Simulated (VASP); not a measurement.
A run of VASP 6.6.1:

Contents of INCAR:

```
SYSTEM = NiMoIrPdW
AGGAC = 0.0
ALGO = Normal
EDIFF = 1E-6
EDIFFG = -0.02
ENCUT = 600
GGA = BO
IBRION = 2
ISIF = 3
ISMEAR = -1
ISPIN = 2
KPAR = 4
LASPH = .TRUE.
LCHARG = .FALSE.
LMAXMIX = 4
LORBIT = 11
LREAL = .FALSE.
LUSE_VDW = .TRUE.
LWAVE = .FALSE.
MAGMOM = 1 1 0 0.6 0
NELM = 100
NSW = 40
PARAM1 = 0.1833333333
PARAM2 = 0.22
PREC = Accurate
SIGMA = 0.05
```

The input KPOINTS:

```
k-points
0
G
  11 11 3
  0 0 0
```

POSCAR

```
NiMoIrPdW
1.0
    2.7607800000      0.0000000000      0.0000000000
   -1.3803900000      2.3909000000      0.0000000000
    0.0000000000      0.0000000000     11.3405100000
Ni Mo Pd Ir W
1 1 1 1 1
Direct
    0.0000000000      0.0000000000      0.7091700000
    0.6666700000      0.3333300000      0.2942500000
    0.6666700000      0.3333300000      0.8990100000
    0.0000000000      0.0000000000      0.1060400000
    0.6666700000      0.3333300000      0.5292100000
```

Potentials or basis: VASP PAW PBE potentials, release 64 (Ni, Mo_sv, Pd, Ir, W_sv).

The run is started by

```sh
$ cat potpaw_PBE.64/Ni/POTCAR potpaw_PBE.64/Mo_sv/POTCAR potpaw_PBE.64/Pd/POTCAR potpaw_PBE.64/Ir/POTCAR potpaw_PBE.64/W_sv/POTCAR > POTCAR
$ mpirun -np 4 vasp_std > vasp.out
```

Hardware: 4 MPI ranks on Intel(R) Xeon(R) 6975P-C (Granite Rapids) (shared host).

Problem. How long does it take, and how much memory?

Solution. Run time: 26 min on 4 MPI ranks on Intel(R) Xeon(R) 6975P-C (Granite Rapids), on a shared host, peak memory 1 GiB a rank. Counts: scf iterations 104, k points 102, ion steps 9.
